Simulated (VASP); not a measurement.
OSZICAR of a VASP run on Fe (bcc):

### OSZICAR
```
       N       E                     dE             d eps       ncg     rms          rms(c)
DAV:   1     0.119707357279E+02    0.11971E+02   -0.35512E+03  5509   0.887E+02
DAV:   2    -0.902897811197E+01   -0.21000E+02   -0.19563E+02  5282   0.116E+02
DAV:   3    -0.927972532379E+01   -0.25075E+00   -0.25030E+00  5856   0.174E+01
DAV:   4    -0.928085749939E+01   -0.11322E-02   -0.11321E-02  5708   0.109E+00
DAV:   5    -0.928086808738E+01   -0.10588E-04   -0.10588E-04  5611   0.954E-02    0.114E+01
DAV:   6    -0.831702126074E+01    0.96385E+00   -0.13226E+01  5512   0.581E+01    0.549E+00
DAV:   7    -0.825133855713E+01    0.65683E-01   -0.83815E-01  5500   0.142E+01    0.325E+00
DAV:   8    -0.824636051710E+01    0.49780E-02   -0.90288E-03  6430   0.800E-01    0.148E+00
DAV:   9    -0.824024711670E+01    0.61134E-02   -0.10774E-02  6541   0.899E-01    0.397E-01
DAV:  10    -0.824024253045E+01    0.45862E-05   -0.38879E-04  5398   0.305E-01    0.113E-01
DAV:  11    -0.824027994566E+01   -0.37415E-04   -0.37762E-04  6133   0.241E-01    0.415E-02
DAV:  12    -0.824028799373E+01   -0.80481E-05   -0.95012E-06  5373   0.491E-02    0.955E-03
DAV:  13    -0.824029000235E+01   -0.20086E-05   -0.36282E-07  2873   0.765E-03    0.499E-03
DAV:  14    -0.824028948829E+01    0.51406E-06   -0.13251E-07  2636   0.511E-03
   1 F= -.82402895E+01 E0= -.82403382E+01  d E =-.824029E+01  mag=     2.2122
```

Question: Which electronic solver shows in the log?

Answer: It is blocked Davidson (ALGO = Normal, or the opening steps of other solvers). The INCAR had ALGO = Normal.

Question: How was spin treated?

Answer: Collinear spin (ISPIN = 2): the summary line carries one mag value, 2.21 μB in the cell.

Question: Can the final energy be trusted as converged?

Answer: Self-consistency was reached. It stopped with EDIFF = 1E-6, NELM = 100, NSW = 60 and EDIFFG = -0.01 after 1 ionic step (PBE GGA, plane waves, VASP's PBE PAW potentials (set 64)).

The compound is Fe in the bcc structure. It was relaxed first. The start is the result of an earlier pass.
